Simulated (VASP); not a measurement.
Runs of VASP 6.6.1 on SrTiO3. Symmetry: Pm-3m, No. 221, cubic system. The conventional cell has a = 3.940 Å, b = 3.940 Å, c = 3.940 Å, α = 90.00°, β = 90.00°, γ = 90.00°. Sr (site symmetry m-3m) is surrounded by 12 O at 2.79 Å. Around Ti (site symmetry m-3m) lie 6 O at 1.97 Å. O (site symmetry 4/mmm) has 2 Ti at 1.97 Å as nearest neighbours. The cell is a database's computed one.

| level | potentials or basis | k mesh | grid for exact exchange (PRECFOCK) | screening parameter | exchange at q = 0 | gap on the mesh (eV) |
| --- | --- | --- | --- | --- | --- | --- |
| r2SCAN | VASP PAW PBE potentials, release 64 (Sr_sv, Ti_sv, O) | 10 × 10 × 10 | - | - | - | (a) |
| HSE06 | VASP PAW PBE potentials, release 64 (Sr_sv, Ti_sv, O) | 6 × 6 × 6 | Fast | 0.2 1/A | - | 3.26 |
| PBE0 | VASP PAW PBE potentials, release 64 (Sr_sv, Ti_sv, O) | 6 × 6 × 6 | Fast | - | truncated | 3.98 |
| LDA | VASP PAW LDA potentials, release 64 (Sr_sv, Ti_sv, O) | 10 × 10 × 10 | - | - | - | 1.71 |
| PBEsol | VASP PAW PBE potentials, release 64 (Sr_sv, Ti_sv, O) | 10 × 10 × 10 | - | - | - | (b) |

Alike in all rows: task band structure; no spin polarisation; cell as given; cutoff (eV) 450; smearing gaussian 0.02 eV.

**Question.** Estimate the missing entries.

**Answer.** (a) 2.22; (b) 1.76.

A k mesh can miss the band edges, and the runs leave out spin-orbit coupling on Sr.

Runs at the PBE level aren't shown here.
